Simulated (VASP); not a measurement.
An input for Quantum ESPRESSO's pw.x (written as the equivalent of a VASP run, and not itself run):

```
&CONTROL
  calculation = 'scf'
  pseudo_dir = './pseudo'
  outdir = './out'
  tprnfor = .true.
  tstress = .true.
/
&SYSTEM
  ibrav = 0
  nat = 2
  ntyp = 2
  ecutwfc = 74
  occupations = 'tetrahedra'
  input_dft = 'pw91'
/
&ELECTRONS
  conv_thr = 7.3e-09
  electron_maxstep = 100
/
ATOMIC_SPECIES
  Li 6.940 Li.upf
  Cl 35.450 Cl.upf
CELL_PARAMETERS angstrom
     0.0000000    2.5700000    2.5700000
     2.5700000    0.0000000    2.5700000
     2.5700000    2.5700000    0.0000000
ATOMIC_POSITIONS crystal
  Li   0.0000000  0.0000000  0.0000000
  Cl   0.5000000  0.5000000  0.5000000
K_POINTS automatic
  10 10 10 0 0 0
```

Task: Write the VASP files for the same calculation (PW91).

Result: Several could match; the one computed here: 
**INCAR**
```
! general
SYSTEM=LiCl
PREC  =Accurate
ENCUT =520
LREAL =.FALSE.
LASPH =.TRUE.   ! aspherical one-centre terms

! electronic loop
EDIFF =1E-7   ! SCF stop (eV)
NELM  =100   ! most electronic steps
ALGO  =Normal   ! blocked Davidson

! smearing
ISMEAR=-5

! functional
GGA   =91   ! PW91

! ions
ISIF  =2   ! forces and stress, cell fixed

! output
LWAVE =.FALSE.
LCHARG=.TRUE.
LORBIT=11
NEDOS =601
```

KPOINTS:
```
Automatic mesh
0
Gamma
10 10 10
0 0 0
```

POSCAR:
```
LiCl
1
    0.0000000000     2.5700000000     2.5700000000
    2.5700000000     0.0000000000     2.5700000000
    2.5700000000     2.5700000000     0.0000000000
Li Cl
1 1
Direct
  0.0000000000   0.0000000000   0.0000000000
  0.5000000000   0.5000000000   0.5000000000
```

POTCAR, in this order: Li_sv Cl (PBE.64 set). Program: vasp_std.

What does not carry over: the potentials are each code's own (VASP's PAW set, PseudoDojo norm-conserving files in pw.x), so ENCUT and ecutwfc are chosen apart and not converted; conv_thr bounds pw.x's estimated SCF error, while EDIFF bounds the energy change between steps.

The compound is LiCl in the rock salt structure. The cell was not relaxed at this level.
